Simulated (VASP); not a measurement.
Here is the system:

```
InSe
1.0
    4.00537     0.00000     0.00000
   -2.00269     3.46876     0.00000
    0.00000     0.00000    16.98305
In Se
4 4
Cartesian
  0.00000   2.31250   5.63332
  2.00269   1.15625  11.34973
  2.00269   1.15625  14.12484
  0.00000   2.31250   2.85821
  0.00000   2.31250  10.06572
  2.00269   1.15625   6.91733
  2.00269   1.15625   1.57420
  0.00000   2.31250  15.40885
```

Calculation: PBEsol GGA, VASP's PBE PAW potentials (set 64) (plane waves; VASP). Numerical set-up: 400 eV cut-off, 6×6×2 Γ-centred mesh, Gaussian smearing of 0.050 eV, potentials In_d Se.

Without a dispersion term in the relaxation, distances and binding between the weakly bound layers, chains or molecules are unreliable, and so is what depends on them. Unless said otherwise, spin-orbit coupling is left out, though it shifts the bands of the heavy elements here.

Problem. Estimate the energy per atom (σ→0), band gap (on the k-mesh) with the smallest direct gap where there is one.

Solution. 
* **band gap (on the k-mesh)**: 0.42 eV
* **smallest direct gap (on the k-mesh)**: 0.42 eV
* **energy per atom (σ→0)**: -3.898 eV/atom

The structure comes from a computed database's InSe entry (P6_3/mmc), a phase known from measurement. It was relaxed first. The start is the result of an earlier pass.
